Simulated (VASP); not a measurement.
Given:

```
CdSe
1.0
    2.13022    -3.68965     0.00000
    2.13022     3.68965     0.00000
    0.00000     0.00000     6.94551
Cd Se
2 2
Direct
  0.66667   0.33333   0.50000
  0.33333   0.66667   0.00000
  0.66667   0.33333   0.87600
  0.33333   0.66667   0.37600
```

Calculation: PBEsol GGA, VASP's PBE PAW potentials (set 64) (plane waves; VASP). Run with 300 eV cut-off, 5×5×3 Γ-centred mesh, Fermi-Dirac smearing of 0.010 eV, potentials Cd Se.

Problem. Give the energies of bands 13 to 21 at the high-symmetry points, in eV from the valence-band maximum.

Solution. 
```
band      Γ      M      K      A      L      H
----  -----  -----  -----  -----  -----  -----
13    -4.63  -4.44  -4.00  -2.79  -4.44  -4.33
14    -0.82  -3.83  -4.00  -2.79  -4.44  -4.33
15    -0.82  -2.85  -3.28  -0.43  -1.46  -2.62
16    -0.05  -2.00  -2.02  -0.43  -1.46  -2.62
17     0.00  -1.45  -2.02  -0.43  -1.45  -1.21
18     0.00  -0.82  -1.81  -0.43  -1.45  -1.21
19     0.60   3.18   4.02   2.32   2.83   3.70
20     2.11   3.20   4.85   2.32   2.83   3.70
21     5.76   4.65   4.85   5.79   4.75   5.68
```

The gap is direct, 0.60 eV, from the valence maximum at Γ to the conduction minimum at Γ.

The structure is a typed CdSe crystal (P6_3mc). The cell was not relaxed at this level.
